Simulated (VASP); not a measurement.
MoI:

```
CELL_PARAMETERS angstrom
3.62326 0.00000 0.00000
0.00000 3.62326 0.00000
0.00000 0.00000 5.04208
ATOMIC_POSITIONS crystal
Mo 0.50000 0.50000 0.50000
I 0.00000 0.00000 0.50000
```

The cell was built by a generator and needn't be a form met in nature.

```yaml
Program: VASP 6.6.1
Task: relaxation of cell and atoms
Functional: revPBE
Potentials_or_basis: VASP PAW PBE potentials, release 64 (Mo_sv, I)
Cutoff: 600 eV
k_mesh: 7 × 7 × 5
Occupations: fermi-dirac, width 0.05 eV
Spin: no spin polarisation
```

At the start: pressure 11.9 GPa; volume 33.10 Å³/atom.

**Question.** How do energy, volume and symmetry change on relaxing?

**Answer.** Over 19 steps the energy falls by 676.4 meV/atom and the volume is 24.38 Å³/atom (-26.3 %); space group P4/mmm (No. 123, to 0.05 Å).

The path:
| step | energy change (eV) | largest force (eV/Å) | pressure (GPa) | volume (Å³) |
| --- | --- | --- | --- | --- |
| 1 | 0.0000 | 0.0000 | 11.92 | 66.19 |
| 2 | 0.2652 | 0.0000 | -6.91 | 91.52 |
| 3 | -0.4915 | 0.0000 | -1.25 | 75.46 |
| 4 | -0.4920 | 0.0000 | -1.03 | 75.20 |
| 5 | -0.4920 | 0.0000 | -0.87 | 75.02 |
| 6 | -0.5237 | 0.0000 | -1.06 | 73.19 |
| 7 | -0.6518 | 0.0000 | -1.68 | 67.71 |
| 8 | -1.0585 | 0.0000 | -2.50 | 56.69 |
| 9 | 3.3335 | 0.0000 | 84.33 | 34.43 |
| 10 | -1.1062 | 0.0000 | -2.41 | 55.55 |
| 11 | -1.2334 | 0.0000 | 5.68 | 45.02 |
| 12 | -1.2840 | 0.0000 | -1.25 | 51.20 |
| 13 | -1.3505 | 0.0000 | 1.09 | 48.11 |
| 14 | -1.3491 | 0.0000 | 0.52 | 48.66 |
| 15 | -1.2889 | 0.0000 | -2.76 | 50.13 |
| 16 | -1.3527 | 0.0000 | -0.20 | 48.92 |
| 17 | -1.3527 | 0.0000 | -0.26 | 48.94 |
| 18 | -1.3515 | 0.0000 | 0.64 | 48.26 |
| 19 | -1.3528 | 0.0000 | -0.02 | 48.75 |

Final structure:
```
Mo I
1.0
     3.91042    0.00000    0.00000
     0.00000    3.91042    0.00000
     0.00000    0.00000    3.18838
Mo I
1 1
Direct
  0.50000 0.50000 0.50000
  0.00000 0.00000 0.50000
```

Caveat: the volume moved by over 15 % at a fixed basis, so the end points are rough; the PAW data sets were made with another functional, which shifts forces and pressure a little; this functional lacks dispersion, which binds the layers, so the pressure and a relaxed spacing across them are unreliable; an odd number of electrons without spin polarisation forces a metal; a magnetic or distorted state may lie lower.
